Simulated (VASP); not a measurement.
These are PBE GGA, VASP's PBE PAW potentials (set 64) (plane waves; VASP) values and carry that method's errors.

VASP ran on this input.

### POSCAR
```
CuGaSe2
1
   -2.8424727121     2.8424727121     5.6244380796
    2.8424727121    -2.8424727121     5.6244380796
    2.8424727121     2.8424727121    -5.6244380796
Ga Cu Se
2 2 4
Direct
  0.5000000000   0.5000000000   1.0000000000
  0.2500000000   0.7500000000   0.5000000000
  0.0000000000   1.0000000000   1.0000000000
  0.7500000000   0.2500000000   0.5000000000
  0.8750000000   0.8810073717   0.5060073717
  0.1189926283   0.6250000000   0.9939926283
  0.3750000000   0.3689926283   0.4939926283
  0.6310073717   0.1250000000   0.0060073717
```

INCAR:
```
SYSTEM = CuGaSe2
PREC = Accurate
ENCUT = 500
EDIFF = 1E-6
NELM = 100
ALGO = Normal
LREAL = .FALSE.
LASPH = .TRUE.
ISMEAR = 1
SIGMA = 0.1
GGA = PE
LMAXMIX = 4
LWAVE = .FALSE.
LCHARG = .FALSE.
IBRION = 2
ISIF = 3
NSW = 40
EDIFFG = -0.02
PSTRESS = 50
```

**KPOINTS**
```
Automatic mesh
0
Gamma
8 8 8
0 0 0
```

POTCAR, in this order: Ga_d Cu Se (PBE.64 set). Program: vasp_std.

What VASP printed:

### OSZICAR
```
       N       E                     dE             d eps       ncg     rms          rms(c)
DAV:   1     0.695970890956E+03    0.69597E+03   -0.30903E+04  5200   0.214E+03
DAV:   2     0.938374102520E+02   -0.60213E+03   -0.58696E+03  5162   0.553E+02
DAV:   3    -0.232593606735E+02   -0.11710E+03   -0.11406E+03  6387   0.211E+02
DAV:   4    -0.323722048257E+02   -0.91128E+01   -0.89806E+01  7041   0.567E+01
DAV:   5    -0.326916064477E+02   -0.31940E+00   -0.31825E+00  7276   0.113E+01    0.116E+01
DAV:   6    -0.329051440204E+02   -0.21354E+00   -0.33550E+01  7217   0.892E+01    0.893E+00
DAV:   7    -0.310242968071E+02    0.18808E+01   -0.77904E+00  6684   0.667E+01    0.363E+00
DAV:   8    -0.312345099972E+02   -0.21021E+00   -0.38522E+00  7756   0.228E+01    0.300E+00
DAV:   9    -0.311254498385E+02    0.10906E+00   -0.99945E-01  7350   0.167E+01    0.480E-01
DAV:  10    -0.311278603250E+02   -0.24105E-02   -0.62146E-02  7284   0.402E+00    0.215E-01
DAV:  11    -0.311288861512E+02   -0.10258E-02   -0.14281E-02  7643   0.182E+00    0.142E-01
DAV:  12    -0.311286370397E+02    0.24911E-03   -0.21680E-03  7524   0.834E-01    0.258E-02
DAV:  13    -0.311286688082E+02   -0.31769E-04   -0.23673E-04  6678   0.873E-02    0.143E-02
DAV:  14    -0.311286776152E+02   -0.88070E-05   -0.78016E-05  7428   0.146E-01    0.146E-02
DAV:  15    -0.311286740180E+02    0.35972E-05   -0.17570E-05  6044   0.725E-02    0.565E-03
DAV:  16    -0.311286740281E+02   -0.10110E-07   -0.58702E-06  6292   0.329E-02
   1 F= -.25455956E+02 E0= -.25456154E+02  d E =-.254560E+02
       N       E                     dE             d eps       ncg     rms          rms(c)
DAV:   1    -0.415494207939E+02   -0.10421E+02   -0.14981E+02  5440   0.186E+02    0.306E+01
DAV:   2    -0.450969487897E+02   -0.35475E+01   -0.22388E+02  6294   0.239E+02    0.190E+01
DAV:   3    -0.317610796873E+02    0.13336E+02   -0.49770E+01  7073   0.121E+02    0.654E+00
DAV:   4    -0.312452968589E+02    0.51578E+00   -0.21969E+01  8301   0.107E+02    0.822E+00
DAV:   5    -0.307459738971E+02    0.49932E+00   -0.11275E+01  6865   0.456E+01    0.224E+00
DAV:   6    -0.307452891875E+02    0.68471E-03   -0.58749E-01  7313   0.790E+00    0.149E+00
DAV:   7    -0.307166080781E+02    0.28681E-01   -0.67558E-02  8126   0.342E+00    0.590E-01
DAV:   8    -0.307168930960E+02   -0.28502E-03   -0.27079E-02  7340   0.194E+00    0.381E-01
DAV:   9    -0.307163019223E+02    0.59117E-03   -0.61083E-03  6821   0.140E+00    0.205E-01
DAV:  10    -0.307160841581E+02    0.21776E-03   -0.10045E-03  8188   0.371E-01    0.394E-02
DAV:  11    -0.307160830132E+02    0.11449E-05   -0.33495E-04  7559   0.198E-01    0.268E-02
DAV:  12    -0.307160836641E+02   -0.65086E-06   -0.31410E-05  6844   0.655E-02    0.122E-02
DAV:  13    -0.307160812465E+02    0.24175E-05   -0.12869E-05  6075   0.741E-02    0.610E-03
DAV:  14    -0.307160815531E+02   -0.30657E-06   -0.39039E-06  4556   0.134E-02
   2 F= -.25610505E+02 E0= -.25610638E+02  d E =-.154548E+00
       N       E                     dE             d eps       ncg     rms          rms(c)
DAV:   1    -0.318689684352E+02   -0.11529E+01   -0.16707E+01  5308   0.696E+01    0.688E+00
DAV:   2    -0.312509845068E+02    0.61798E+00   -0.69598E+00  6004   0.646E+01    0.309E+00
DAV:   3    -0.310302008074E+02    0.22078E+00   -0.18641E+00  6884   0.262E+01    0.197E+00
DAV:   4    -0.309543421014E+02    0.75859E-01   -0.21961E-01  7924   0.604E+00    0.361E-01
DAV:   5    -0.309511842295E+02    0.31579E-02   -0.13874E-02  6764   0.101E+00    0.152E-01
DAV:   6    -0.309503133085E+02    0.87092E-03   -0.10490E-03  6540   0.335E-01    0.709E-02
DAV:   7    -0.309502601164E+02    0.53192E-04   -0.50939E-04  8400   0.281E-01    0.291E-02
DAV:   8    -0.309502683171E+02   -0.82007E-05   -0.54398E-05  7129   0.672E-02    0.230E-02
DAV:   9    -0.309502709129E+02   -0.25957E-05   -0.68908E-06  5909   0.361E-02    0.284E-03
DAV:  10    -0.309502708034E+02    0.10941E-06   -0.12464E-06  3221   0.198E-02
   3 F= -.25665016E+02 E0= -.25665165E+02  d E =-.209060E+00
       N       E                     dE             d eps       ncg     rms          rms(c)
DAV:   1    -0.309442583860E+02    0.60125E-02   -0.28222E-02  5344   0.277E+00    0.304E-01
DAV:   2    -0.309433966342E+02    0.86175E-03   -0.16532E-02  5873   0.268E+00    0.155E-01
DAV:   3    -0.309427328562E+02    0.66378E-03   -0.41972E-03  6142   0.142E+00    0.732E-02
DAV:   4    -0.309426249657E+02    0.10789E-03   -0.32890E-04  6793   0.124E-01    0.276E-02
DAV:   5    -0.309426138950E+02    0.11071E-04   -0.79487E-05  6538   0.163E-01    0.661E-03
DAV:   6    -0.309426134822E+02    0.41284E-06   -0.82506E-06  6185   0.253E-02
   4 F= -.25664923E+02 E0= -.25665070E+02  d E =-.208966E+00
       N       E                     dE             d eps       ncg     rms          rms(c)
DAV:   1    -0.309616410872E+02   -0.19027E-01   -0.11588E-01  6484   0.511E+00    0.539E-01
DAV:   2    -0.309590313742E+02    0.26097E-02   -0.52648E-02  6060   0.466E+00    0.273E-01
DAV:   3    -0.309571070633E+02    0.19243E-02   -0.13012E-02  6334   0.244E+00    0.131E-01
DAV:   4    -0.309568159088E+02    0.29115E-03   -0.14744E-03  7651   0.273E-01    0.458E-02
DAV:   5    -0.309567792375E+02    0.36671E-04   -0.15771E-04  7104   0.214E-01    0.203E-02
DAV:   6    -0.309567686222E+02    0.10615E-04   -0.50038E-05  8161   0.550E-02    0.482E-03
DAV:   7    -0.309567689820E+02   -0.35983E-06   -0.52598E-06  5088   0.205E-02
   5 F= -.25665496E+02 E0= -.25665645E+02  d E =-.573520E-03
       N       E                     dE             d eps       ncg     rms          rms(c)
DAV:   1    -0.309580688290E+02   -0.13002E-02   -0.98044E-04  6516   0.466E-01    0.503E-02
DAV:   2    -0.309580468920E+02    0.21937E-04   -0.46275E-04  6100   0.431E-01    0.259E-02
DAV:   3    -0.309580295697E+02    0.17322E-04   -0.11500E-04  6332   0.230E-01    0.121E-02
DAV:   4    -0.309580266998E+02    0.28699E-05   -0.12991E-05  6571   0.232E-02    0.430E-03
DAV:   5    -0.309580262246E+02    0.47524E-06   -0.13227E-06  2964   0.233E-02
   6 F= -.25665500E+02 E0= -.25665649E+02  d E =-.577039E-03
       N       E                     dE             d eps       ncg     rms          rms(c)
DAV:   1    -0.309531011081E+02    0.49256E-02   -0.47398E-02  7740   0.240E+00    0.298E-01
DAV:   2    -0.309525315524E+02    0.56956E-03   -0.17065E-02  6380   0.250E+00    0.155E-01
DAV:   3    -0.309518898533E+02    0.64170E-03   -0.44785E-03  6732   0.141E+00    0.655E-02
DAV:   4    -0.309518276769E+02    0.62176E-04   -0.42547E-04  6774   0.126E-01    0.331E-02
DAV:   5    -0.309518164734E+02    0.11204E-04   -0.95744E-05  6615   0.182E-01    0.117E-02
DAV:   6    -0.309518155618E+02    0.91156E-06   -0.13661E-05  6657   0.488E-02    0.241E-03
DAV:   7    -0.309518153791E+02    0.18267E-06   -0.13310E-06  3216   0.207E-02
   7 F= -.25665776E+02 E0= -.25665924E+02  d E =-.275881E-03
```

OUTCAR:
```
------------------------ aborting loop because EDIFF is reached ----------------------------------------
  FORCE on cell =-STRESS in cart. coord.  units (eV):
  Direction    XX          YY          ZZ          XY          YZ          ZX
  --------------------------------------------------------------------------------------
  Total        5.2404207      5.2404207      5.2915775      0.0000000     -0.0000000      0.0000000
  in kB       49.5684951     49.5684951     50.0523816      0.0000000     -0.0000000      0.0000000
  external PRESSURE =      -0.2702094 kB  Pullay stress =      50.0000000 kB
  volume of cell :      169.38
      direct lattice vectors                 reciprocal lattice vectors
    -2.775356735  2.775356735  5.497603058     0.000000000  0.180157020  0.090948727
     2.775356735 -2.775356735  5.497603058     0.180157020  0.000000000  0.090948727
     2.775356735  2.775356735 -5.497603058     0.180157020  0.180157020  0.000000000
 POSITION                                       TOTAL-FORCE (eV/Angst)
 -----------------------------------------------------------------------------------
      0.00000      0.00000      5.49760        -0.000000     -0.000000     -0.000000
      2.77536     -0.00000      2.74880        -0.000000     -0.000000      0.000000
      0.00000      0.00000      0.00000         0.000000      0.000000     -0.000000
     -0.00000      2.77536      2.74880         0.000000     -0.000000     -0.000000
      1.42651      1.38768      6.87200         0.001253     -0.000000      0.000000
      4.16304      1.34885     -1.37440         0.000000     -0.001253     -0.000000
      1.34885      1.38768      1.37440        -0.001253     -0.000000     -0.000000
     -1.38768      1.42651      4.12320         0.000000      0.001253      0.000000
 -----------------------------------------------------------------------------------
    total drift:                               -0.000001     -0.000001     -0.000009
  FREE ENERGIE OF THE ION-ELECTRON SYSTEM (eV)
  ---------------------------------------------------
  free  energy   TOTEN  =       -30.9518153791 eV

  energy  without entropy=      -30.9522616029  energy(sigma->0) =      -30.95196412
  enthalpy is  TOTEN    =       -25.6657756813 eV   P V=        5.2860396978

 reached required accuracy - stopping structural energy minimisation
```
(Selected blocks of OUTCAR.)

### CONTCAR
```
CuGaSe2
   1.00000000000000
    -2.7753567353381117    2.7753567353381117    5.4976030577305917
     2.7753567353381117   -2.7753567353381117    5.4976030577305917
     2.7753567353381117    2.7753567353381117   -5.4976030577305917
  Ga              Cu              Se
     2     2     4
Direct
     0.5000000000000000    0.5000000000000000    0.0000000000000000
     0.2500000000000000    0.7500000000000000    0.5000000000000000
     0.0000000000000000    0.0000000000000000    0.0000000000000000
     0.7500000000000000    0.2500000000000000    0.5000000000000000
     0.8750000000000000    0.8819949824888382    0.5069949824888382
     0.1180050175111618    0.6250000000000000    0.9930050175111618
     0.3750000000000000    0.3680050175111619    0.4930050175111619
     0.6319949824888382    0.1250000000000000    0.0069949824888382
```

Energy and stress use the plane-wave basis of the starting cell.

The compound is CuGaSe2 in the chalcopyrite structure. This run relaxes it under an external pressure of 5 GPa. Symmetry was kept, so distortions that lower it aren't found.
